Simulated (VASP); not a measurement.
The system is NiO.

```
CELL_PARAMETERS angstrom
0.00000 2.08590 2.08590
2.08590 0.00000 2.08590
2.08590 2.08590 0.00000
ATOMIC_POSITIONS crystal
Ni 0.00000 0.00000 0.00000
O 0.50000 0.50000 0.50000
```

Base run:

```yaml
Program: VASP 6.6.1
Functional: PBE
Potentials_or_basis: VASP PAW PBE potentials, release 64 (Ni, O)
Cutoff: 520 eV
k_mesh: 8 × 8 × 8
Occupations: gaussian, width 0.02 eV
Spin: collinear spin, ferromagnetic start
Starting_moments: "[2.0, 0.0] μB"
```

Its results: band gap on the k mesh none (metal or under the smearing width); pressure 1.5 GPa; net moment 1.25 μB per cell; site moments Ni +1.07; O +0.16 μB.

The run is repeated on the same cell with these changes: k mesh from 8 × 8 × 8 to 18 × 18 × 18. What comes out?

Band gap on the k mesh none (metal or under the smearing width); pressure 5.3 GPa; net moment 1.70 μB per cell; site moments Ni +1.40; O +0.25 μB.

Caveats: a cell with one magnetic atom can't hold antiferromagnetic order, which such compounds often take; semilocal functionals often make such compounds metallic where correlation or magnetic order opens a gap, which also shifts bond lengths.
